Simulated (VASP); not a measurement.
# Bulk modulus of diamond and zinc-blende semiconductors: measurement against r2SCAN

Computed values from VASP (plane waves, PAW); cells keep the symmetry of their structure type. Static lattice, from a third-order Birch-Murnaghan fit over five volumes at each level.

Here x stands for r2SCAN B0 and y for measured B0.

| solid | r2SCAN B0 (GPa) | measured B0 (GPa) | cut-off (eV) | basis of the measured value |
|---|---|---|---|---|
| HgTe | 40.0 | 42.3 | 520 | mostly room temperature (not given in the table), as measured |
| CdTe | 40.3 | 43.7 | 520 | room temperature, as measured |
| BeTe | 59.7 | 67.0 | 520 | room temperature, as measured |
| ZnSe | 65.8 | 62.4 | 520 | mostly room temperature (not given in the table), as measured |
| ZnS | 78.1 | 77.1 | 520 | mostly room temperature (not given in the table), as measured |
| BeS | 97.1 | 105.0 | 520 | room temperature, as measured |
| BAs | 142.1 | ? | 520 | unstated, as measured |

Taking a straight line for y over the 6 complete rows: With u = x - 64, the rows have u = -24.000, -23.700, -4.300, 1.800, 14.100, 33.100. Means: u -0.50000, y 66.25. About the means, the sum of products is 2534.7 and the sum of squares of u is 2452.3; the slope is their ratio. Least squares gives y = 66.77 + 1.0336·u. Residuals (row less fit): 0.34, 1.43, 4.67, -6.23, -4.24, 4.02; standard error 4.92 (degrees of freedom: 4). The slope is 1.03 with a standard error of 0.099. Before the fit, r2SCAN less measured has mean -2.75, mean absolute 4.22 and median absolute 3.40 GPa over these 6 rows.

Problem. Predict the withheld y at x = 142.1 from the fit, and compare with measurement.

Solution. u = 78.100, so y = 66.77 + 1.0336 × 78.100 = 147.49 GPa. The measured value is 142.0 GPa, 5.49 GPa below the prediction (5.5 % of the range of y in the table). The row lies outside the fitted rows, so this is an extrapolation. From the scatter of the fitted rows alone, a prediction at this place has a standard error of 9.45 GPa, so the miss is 0.6 times that.

Plain r2SCAN misses this row by 0.1 GPa. These measured values aren't marked as zero-point corrected, so thermal and zero-point effects can be part of a miss beside the level's own error; see the basis column. The rows are a random draw of 7 from the 7 solids that have both values on this basis (room or unstated temperature), of 22 computed in this series. Not drawn: V to Ni and open 4f shells, rows kept for tests, unfit runs, cells that left their space group, values derived or compiled from fits, values whose temperature is given only as extrapolated, encyclopaedia, home-page and unnamed sources, sources from 2025 on, soft halide and hydride lattices. Measured values as quoted by these papers, many of them computational: HgTe Cormac Toher et al., Physical Review Materials (2017), arXiv:1611.05714; CdTe Elmahjoubi et al., (2023), arXiv:2303.01780; BeTe Elmahjoubi et al., (2023), arXiv:2303.01780; ZnSe Cormac Toher et al., Physical Review Materials (2017), arXiv:1611.05714; ZnS Cormac Toher et al., Physical Review Materials (2017), arXiv:1611.05714; BeS Narayana, Nesamony, Ruoff, Phys. Rev. B 56, no. 22 (1997); BAs PMC11618452 (zinc blende boron arsenide), quoting Tian et al..
